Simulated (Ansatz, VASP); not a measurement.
# Cross-check of Ni (S3(111) boundary in fcc Ni) between VASP and Ansatz, part 2 of 3

Aim: how closely do two programs agree when they are given the same cell, functional and k mesh? Of the first pair: The structure shown is the start of the Ansatz relaxation below; VASP solves that cell, so the two are compared at the walk's first step.

VASP 6.6.1 and Ansatz 0.2.0.

So far: The starting structure; Ansatz: relaxation, PBE.

## 3. VASP: single point, PBE, start cell, pair 1

Level of this step: PBE, spin-polarised from a ferromagnetic start; plane waves and PAW (Ni) (VASP).

The same cell, functional, mesh and smearing now go to VASP, with its own data sets.

Lines of VASP's logs that name or quote its potential files are left out, and so is its time.

The input, INCAR:

```
SYSTEM = Ni
PREC = Accurate
ENCUT = 520
EDIFF = 1E-06
NELM = 200
ISMEAR = -1
SIGMA = 0.1
LREAL = .FALSE.
ALGO = Normal
GGA = PE
NBANDS = 71
ISPIN = 2
MAGMOM = 0.71 0.69 0.65 0.64 0.65 0.64 0.64 0.65 0.69 0.71
LASPH = .TRUE.
LMAXMIX = 4
LORBIT = 11
LWAVE = .FALSE.
LCHARG = .FALSE.
ISIF = 2
GGA_COMPAT = .FALSE.
KPAR = 4
```

The input, POSCAR:

```
Ni
1.0
    2.4918442969      0.0000000000      0.0000000000
   -1.2459221485      2.1580004634      0.0000000000
    0.0000000000      0.0000000000     29.3112411374
Ni
10
Direct
    0.6666664941      0.3333331073      0.1705830189
    0.9999998274      0.9999997740      0.2399960468
    0.3333331608      0.6666664406      0.3094091089
    0.6666664941      0.3333331073      0.3788221368
    0.9999998274      0.9999997740      0.4482351647
    0.6666664941      0.3333331073      0.5176482268
    0.3333331608      0.6666664406      0.5870612547
    0.9999998274      0.9999997740      0.6564742827
    0.6666664941      0.3333331073      0.7258873447
    0.3333331608      0.6666664406      0.7953003727
```

The input, KPOINTS:

```
Automatic mesh
0
Gamma
11 11 1
0 0 0
```

Potentials, in the order of the species: Ni (PBE family, release 64).

On the command line:

```console
> mpirun -np 4 vasp_std
```

Numbers of over 12 decimals in the logs are rounded to 6 here.

Log:

```text
[banner, memory and clock lines left out]
running    4 mpi-ranks, on    1 nodes
 distrk:  each k-point on    1 cores,    4 groups
 distr:  one band on    1 cores,    1 groups

 POSCAR found type information on POSCAR Ni
 POSCAR found :  1 types and      10 ions
 LDA part: xc-table for (Slater+PW92), standard interpolation
 POSCAR, INCAR and KPOINTS ok, starting setup
 FFT: planning ... GRIDC
 FFT: planning ... GRID_SOFT
 FFT: planning ... GRID
 WAVECAR not read
 entering main loop
       N       E                     dE             d eps       ncg     rms          rms(c)
DAV:   1     0.799370878186E+03    0.79937E+03   -0.43909E+04  4552   0.189E+03
DAV:   2     0.215924614378E+02   -0.77778E+03   -0.73265E+03  4544   0.382E+02
DAV:   3    -0.610963411105E+02   -0.82689E+02   -0.72837E+02  4719   0.157E+02
DAV:   4    -0.636498539704E+02   -0.25535E+01   -0.25336E+01  4948   0.315E+01
DAV:   5    -0.636889442218E+02   -0.39090E-01   -0.39087E-01  6722   0.283E+00    0.308E+01
DAV:   6    -0.852751050230E+02   -0.21586E+02   -0.13962E+02  5504   0.180E+02    0.576E+01
DAV:   7    -0.914242881848E+02   -0.61492E+01   -0.15343E+02  5990   0.155E+02    0.561E+01
DAV:   8    -0.788547866112E+02    0.12570E+02   -0.10517E+02  6064   0.996E+01    0.545E+01
DAV:   9    -0.778246799280E+02    0.10301E+01   -0.94821E+01  5334   0.831E+01    0.625E+01
DAV:  10    -0.889666618400E+02   -0.11142E+02   -0.21444E+02  6318   0.101E+02    0.654E+01
DAV:  11    -0.675861748025E+02    0.21380E+02   -0.85428E+01  6312   0.833E+01    0.452E+01
DAV:  12    -0.736226350638E+02   -0.60365E+01   -0.87274E+01  5614   0.810E+01    0.554E+01
DAV:  13    -0.633915690396E+02    0.10231E+02   -0.57373E+01  5342   0.916E+01    0.398E+01
DAV:  14    -0.645166756772E+02   -0.11251E+01   -0.38333E+01  5386   0.731E+01    0.496E+01
[...]
DAV:  65    -0.536783802705E+02   -0.31866E-04   -0.52889E-06  3181   0.189E-02    0.157E-02
DAV:  66    -0.536783849236E+02   -0.46531E-05   -0.23117E-06  3200   0.135E-02    0.126E-02
DAV:  67    -0.536783871194E+02   -0.21958E-05   -0.49424E-07  2949   0.844E-03    0.943E-03
DAV:  68    -0.536783905893E+02   -0.34698E-05   -0.49919E-07  3019   0.643E-03    0.541E-03
DAV:  69    -0.536783921201E+02   -0.15309E-05   -0.16748E-07  2968   0.343E-03    0.288E-03
DAV:  70    -0.536783945104E+02   -0.23902E-05   -0.13943E-07  2898   0.275E-03    0.132E-03
DAV:  71    -0.536783955542E+02   -0.10438E-05   -0.63278E-08  2933   0.179E-03    0.881E-04
DAV:  72    -0.536783962430E+02   -0.68883E-06   -0.23366E-08  2882   0.116E-03
   1 F= -.53678396E+02 E0= -.53395478E+02  d E =-.565837E+00  mag=     6.1870
```

Parts of OUTCAR (step 3):

```text
ion  position               nearest neighbor table
   1  0.667  0.333  0.171-   2 2.49   2 2.49   2 2.49
   2  1.000  1.000  0.240-   1 2.49   1 2.49   1 2.49   3 2.49   3 2.49   3 2.49
   3  0.333  0.667  0.309-   4 2.49   4 2.49   4 2.49   2 2.49   2 2.49   2 2.49
   4  0.667  0.333  0.379-   3 2.49   5 2.49   3 2.49   5 2.49   3 2.49   5 2.49
   5  1.000  1.000  0.448-   4 2.49   4 2.49   4 2.49   6 2.49   6 2.49   6 2.49
   6  0.667  0.333  0.518-   7 2.49   7 2.49   7 2.49   5 2.49   5 2.49   5 2.49
   7  0.333  0.667  0.587-   6 2.49   6 2.49   6 2.49   8 2.49   8 2.49   8 2.49
   8  1.000  1.000  0.656-   7 2.49   7 2.49   7 2.49   9 2.49   9 2.49   9 2.49
   9  0.667  0.333  0.726-  10 2.49  10 2.49  10 2.49   8 2.49   8 2.49   8 2.49
  10  0.333  0.667  0.795-   9 2.49   9 2.49   9 2.49

  LATTYP: Found a hexagonal cell.
 ALAT       =     2.4918442969
 C/A-ratio  =    11.7628702459

 Subroutine GETGRP returns: Found  6 space group operations
 (whereof  6 operations were pure point group operations)

The static configuration has the point symmetry C_3v.

 Found     16 irreducible k-points:

   k-points           NKPTS =     16   k-points in BZ     NKDIM =     16   number of bands    NBANDS=     71

   dimension x,y,z NGX =    20 NGY =   20 NGZ =  224
   dimension x,y,z NGXF=    40 NGYF=   40 NGZF=  448

   ENCUT  =  520.0 eV  38.22 Ry    6.18 a.u.   4.63  4.63 54.50*2*pi/ulx,y,z

   NELECT =     100.0000    total number of electrons

 k-points in reciprocal lattice and weights: Automatic mesh
   0.00000000  0.00000000  0.00000000       0.008
   0.09090909  0.00000000  0.00000000       0.050
   0.18181818 -0.00000000  0.00000000       0.050
   0.27272727 -0.00000000  0.00000000       0.050
   0.36363636  0.00000000  0.00000000       0.050
   0.45454545  0.00000000  0.00000000       0.050
   0.09090909  0.09090909  0.00000000       0.050
   0.18181818  0.09090909  0.00000000       0.099
   0.27272727  0.09090909  0.00000000       0.099
[...]
0.27272727  0.27272727  0.00000000       0.050
   0.36363636  0.27272727  0.00000000       0.050

 average (electrostatic) potential at core
       1 -86.1898       2 -86.4221       3 -86.4123       4 -86.3962       5 -86.4043
       6 -86.3970       7 -86.3970       8 -86.4120       9 -86.4214      10 -86.1906

 E-fermi :   4.9547

 spin component 1
 k-point     1 :       0.0000    0.0000    0.0000
  band No.  band energies     occupation
    ...
     56       4.3213      0.99823
     57       4.3213      0.99823
     58       4.3552      0.99752
     59       4.3552      0.99752
     60       4.8834      0.67106
     61       5.0310      0.31811
     62       9.5790      0.00000
     63      10.2137      0.00000
     64      11.3442      0.00000
     65      11.8693      0.00000
    ...

 k-point     2 :       0.0909    0.0000    0.0000
  band No.  band energies     occupation
    ...
     54       4.2380      0.99923
     55       4.2517      0.99912
     56       4.3276      0.99811
     57       4.3654      0.99725
     58       4.6124      0.96842
     59       5.1173      0.16447
     60       5.7427      0.00038
     61       6.0020      0.00003
     62       9.8376      0.00000
     63      10.4123      0.00000
    ...

 k-point     3 :       0.1818   -0.0000    0.0000
  band No.  band energies     occupation
    ...
     53       4.2506      0.99913
     54       4.3305      0.99806
     55       4.3422      0.99782
     56       4.3901      0.99648
     57       4.7961      0.83008
     58       5.4186      0.00958
     59       6.2128      0.00000
     60       7.0568      0.00000
     61       7.5456      0.00000
     62      10.6086      0.00000
    ...

 k-point     4 :       0.2727   -0.0000    0.0000
  band No.  band energies     occupation
    ...
     52       4.2378      0.99923
     53       4.2616      0.99902
     54       4.3574      0.99746
     55       4.4160      0.99545
     56       4.7708      0.86285
     57       5.4848      0.00496
     58       6.3780      0.00000
     59       7.4351      0.00000
     60       8.5441      0.00000
     61       9.3404      0.00000
    ...

 k-point     5 :       0.3636    0.0000    0.0000
  band No.  band energies     occupation
    ...
     51       4.3569      0.99747
     52       4.3802      0.99681
     53       4.4061      0.99587
     54       4.4368      0.99440
     55       4.7172      0.91494
     56       5.4693      0.00579
     57       6.4245      0.00000
     58       7.5164      0.00000
     59       8.7200      0.00000
     60       9.9562      0.00000
    ...

 k-point     6 :       0.4545    0.0000    0.0000
  band No.  band energies     occupation
    ...
     47       4.4577      0.99311
     48       4.4685      0.99233
     49       4.5059      0.98889
     50       4.5084      0.98861
     51       4.8996      0.63448
     52       5.1819      0.09348
     53       5.7532      0.00034
     54       5.9974      0.00003
     55       6.2813      0.00000
     56       6.6603      0.00000
    ...

  Total       -2.1560028     -2.1560028     -0.8779032      0.0000000      0.0000000      0.0000000
  in kB      -21.9155949    -21.9155949     -8.9238149      0.0000000      0.0000000      0.0000000
  external PRESSURE =     -17.5850015 kB  Pullay stress =       0.0000000 kB

  energy-cutoff  :      520.00
  volume of cell :      157.62
      direct lattice vectors                 reciprocal lattice vectors
     2.491844297  0.000000000  0.000000000     0.401309183  0.231695965  0.000000000
    -1.245922149  2.158000463  0.000000000     0.000000000  0.463391930  0.000000000
     0.000000000  0.000000000 29.311241137     0.000000000  0.000000000  0.034116604

 POSITION                                       TOTAL-FORCE (eV/Angst)
 -----------------------------------------------------------------------------------
      1.24592      0.71933      5.00000         0.000000     -0.000000      0.160446
      1.24592      2.15800      7.03458        -0.000000     -0.000000     -0.130663
     -0.00000      1.43867      9.06917        -0.000000     -0.000000     -0.006643
      1.24592      0.71933     11.10375        -0.000000     -0.000000     -0.037895
      1.24592      2.15800     13.13833         0.000000     -0.000000      0.008232
      1.24592      0.71933     15.17291        -0.000000     -0.000000      0.025680
     -0.00000      1.43867     17.20749         0.000000      0.000000     -0.001674
      1.24592      2.15800     19.24208        -0.000000     -0.000000      0.013509
      1.24592      0.71933     21.27666         0.000000      0.000000      0.130721
     -0.00000      1.43867     23.31124        -0.000000      0.000000     -0.161713
 -----------------------------------------------------------------------------------
    total drift:                               -0.000011     -0.000031     -0.000009

  FREE ENERGIE OF THE ION-ELECTRON SYSTEM (eV)
  ---------------------------------------------------
  free  energy   TOTEN  =       -53.6783962430 eV

  energy  without entropy=      -53.1125591972  energy(sigma->0) =      -53.39547772

 total charge
# of ion       s       p       d       tot
------------------------------------------
    1        0.487   0.377   8.302   9.166
    2        0.490   0.489   8.314   9.292
    3        0.495   0.492   8.313   9.300
    4        0.494   0.491   8.315   9.301
    5        0.494   0.493   8.314   9.301
    6        0.494   0.491   8.315   9.300
    7        0.495   0.493   8.314   9.301
    8        0.495   0.492   8.313   9.300
    9        0.490   0.489   8.314   9.292
   10        0.487   0.377   8.302   9.166
--------------------------------------------------
tot          4.921   4.684  83.115  92.721

 magnetization (x)
# of ion       s       p       d       tot
------------------------------------------
    1       -0.005  -0.022   0.703   0.676
    2       -0.008  -0.026   0.687   0.653
    3       -0.006  -0.024   0.645   0.615
    4       -0.007  -0.025   0.633   0.601
    5       -0.006  -0.024   0.645   0.615
    6       -0.006  -0.024   0.634   0.604
    7       -0.007  -0.024   0.638   0.606
    8       -0.006  -0.024   0.647   0.617
    9       -0.008  -0.026   0.687   0.654
   10       -0.004  -0.022   0.705   0.678
--------------------------------------------------
tot         -0.063  -0.241   6.623   6.319

[... 6 further parts left out ...]
```

The magnetic state follows from one typed start and may not be the lowest.

## 4. Side by side

Known differences besides the potentials themselves: VASP starts from the moments at which Ansatz ended; the data sets hold 180 valence electrons in Ansatz (on its PAW soft_1 files) and 100 in VASP; the cutoff is 420 eV in Ansatz and 520 eV in VASP. Total energies have different zeros and are not compared.

Forces (eV/Å; atoms numbered as in POSCAR):

| atom | Ansatz x, y, z | VASP x, y, z |
| --- | --- | --- |
| Ni1 | 0.000, 0.000, 0.158 | 0.000, 0.000, 0.160 |
| Ni2 | 0.000, 0.000, -0.130 | 0.000, 0.000, -0.131 |
| Ni3 | 0.000, 0.000, -0.005 | 0.000, 0.000, -0.007 |
| Ni4 | 0.000, 0.000, -0.041 | 0.000, 0.000, -0.038 |
| Ni5 | 0.000, 0.000, 0.009 | 0.000, 0.000, 0.008 |
| Ni6 | 0.000, 0.000, 0.028 | 0.000, 0.000, 0.026 |
| Ni7 | 0.000, 0.000, -0.002 | 0.000, 0.000, -0.002 |
| Ni8 | 0.000, 0.000, 0.013 | 0.000, 0.000, 0.014 |
| Ni9 | 0.000, 0.000, 0.129 | 0.000, 0.000, 0.131 |
| Ni10 | 0.000, 0.000, -0.160 | 0.000, 0.000, -0.162 |

The forces differ by 1.0 meV/Å r.m.s., which is 1.9 % of the r.m.s. force of 0.054 eV/Å (both taken over all components). Moments aren't recorded for both runs of this pair, so they may hold unlike magnetic states.

## 5. Ansatz: relaxation, PBE

This run makes the geometry at which the two programs are then compared.

The structure compared here is the end of the Ansatz relaxation.

The input, input.yaml:

```yaml
crystal:
  lattice:
    - [2.4918442969, 0.0, 0.0]
    - [-1.2459221485, 2.1580004634, 0.0]
    - [0.0, 0.0, 29.3112411374]
  atoms:
    - { symbol: Ni, position: [0.6666666666, 0.3333333333, 0.1705830189], spin: 1.0 }
    - { symbol: Ni, position: [1.0, 0.0, 0.2399960587], spin: 1.0 }
    - { symbol: Ni, position: [0.3333333333, 0.6666666667, 0.3094090985], spin: 1.0 }
    - { symbol: Ni, position: [0.6666666667, 0.3333333333, 0.3788221384], spin: 1.0 }
    - { symbol: Ni, position: [0.0, 0.0, 0.4482351782], spin: 1.0 }
    - { symbol: Ni, position: [0.6666666667, 0.3333333333, 0.517648218], spin: 1.0 }
    - { symbol: Ni, position: [0.3333333333, 0.6666666667, 0.5870612579], spin: 1.0 }
    - { symbol: Ni, position: [1.0, 0.0, 0.6564742977], spin: 1.0 }
    - { symbol: Ni, position: [0.6666666666, 0.3333333333, 0.7258873375], spin: 1.0 }
    - { symbol: Ni, position: [0.3333333333, 0.6666666667, 0.7953003774], spin: 1.0 }
magnetization:
  spin_polarized: true
kpoints:
  mp_grid: { grid: [11, 11, 1] }
hamiltonian:
  xc: pbe
  pseudopotentials: { kind: paw, azcp: { folder: soft_1 } }
scf:
  occupations: { method: fermi_dirac, width: 0.1 }
relax:
  f_tol: 0.03
  max_steps: 80
  constraints: [{ sites: [0, 1] }]
```

On the command line:

```console
> ansatz run input.yaml --threads 8 --pin off --max-ram 15360MiB --backend cpu --events-out ev --progress --plain --runs-dir out
```

Log:

```text
[...]
Crystal: 10 atoms, lattice volume = 157.618 Å³
Basis set: ecut = 420 eV, 2971 PW (Γ), exchange–correlation on 36×36×400 points (8 copies of the dense FFT grid, shifted against one another)
Bands: 114, of which v1, the nominal top of the filled ones, is band 90 counted from 1 (89 counted from 0)
Symmetry: 6 space group operations
[...]
- { symbol: Ni, position: [0.333333, 0.666667, 0.309235] }
    - { symbol: Ni, position: [0.666667, 0.333333, 0.378505] }
[...]
- { symbol: Ni, position: [0.666667, 0.333333, 0.517513] }
    - { symbol: Ni, position: [0.333333, 0.666667, 0.586803] }
    - { symbol: Ni, position: [1.0, -1.9027201489982676e-17, 0.656122] }
    - { symbol: Ni, position: [0.666667, 0.333333, 0.725413] }
    - { symbol: Ni, position: [0.333333, 0.666667, 0.793799] }
[key lines of the parts left out:]
SCF converged after 12 iterations
Magnetization: 6.2820 μB (93.1410 up, 86.8590 down)
Free energy (F): -58396.201969 eV
Fermi energy:    10.869716 eV
```

(Part 2 of 3 ends here.)

[Lines on the potential files, build, host, timing and source positions are cut from VASP's logs without a mark.]

[Logs are printed without paths, hosts, clocks, repeated set-up lines and the standing remarks that a program may print on its own settings, such as how far it seeks lower states.]

[Hosts, paths, dates, database ids (printed as entryN), source tags and the programs' standing remarks are cut or masked in the printed files.]
